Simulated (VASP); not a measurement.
Level of theory: vdW-DF-cx, VASP's PBE PAW potentials (set 64) (plane waves; VASP).

VASP input:

INCAR:
```
LWAVE  =  .FALSE.
LASPH  =  .TRUE.
SYSTEM  =  NaCl
ENCUT  =  520
LREAL  =  .FALSE.
LCHARG  =  .FALSE.
NELM  =  100
ALGO  =  Normal
ISMEAR  =  0
LUSE_VDW  =  .TRUE.
GGA  =  CX
PREC  =  Accurate
ISIF  =  2   # forces and stress, cell fixed
AGGAC  =  0.0
EDIFF  =  1E-7   # SCF stop (eV)
SIGMA  =  0.05   # width (eV)
```

### POSCAR
```
NaCl
1
    0.0000000000     2.8507983502     2.8507983502
    2.8507983502     0.0000000000     2.8507983502
    2.8507983502     2.8507983502     0.0000000000
Na Cl
1 1
Direct
  0.0000000000   0.0000000000   0.0000000000
  0.5000000000   0.5000000000   0.5000000000
```

File KPOINTS:
```
Automatic mesh
0
Gamma
8 8 8
0 0 0
```

POTCAR, in this order: Na_pv Cl (PBE.64 set). Program: vasp_std.

**Question.** What will the output report for the number of irreducible k-points (NKPTS), largest plane-wave count, number of space-group operations, FFT grid (NGX, NGY, NGZ)?

**Answer.** 
```json
{
 "number of irreducible k-points (NKPTS)": "29",
 "largest_plane_wave_count": "1283",
 "number_of_space_group_operations": "48",
 "FFT grid (NGX, NGY, NGZ)": "30 × 30 × 30"
}
```

The compound is NaCl in the rock salt structure. This cell is one point of a volume scan, at 1.03 of the reference volume.
